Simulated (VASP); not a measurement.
Consider the following.

```xyz
4
Lattice="1.5833 -2.7424 0.0000 1.5833 2.7424 0.0000 0.0000 0.0000 5.1527" Properties=species:S:1:pos:R:3 pbc="T T T"
Ga     1.5833    -0.9141     2.5768
Ga     1.5833     0.9141     0.0004
N      1.5833    -0.9141     4.5185
N      1.5833     0.9141     1.9422
```

Computed with revTPSS meta-GGA, VASP's PBE PAW potentials (set 64) (plane waves; VASP). Numerical set-up: 520 eV cut-off, 8×8×4 Γ-centred mesh, Gaussian smearing of 0.050 eV, potentials Ga_d N.

Q: What does the run give for the energy per atom (σ→0), pressure?

A: 
```
Property                       Result
---------------------  --------------
energy per atom (σ→0)  -3.898 eV/atom
pressure                     6.21 GPa
```

The compound is GaN in the wurtzite structure. This cell is one point of a volume scan, at 0.97 of the reference volume.
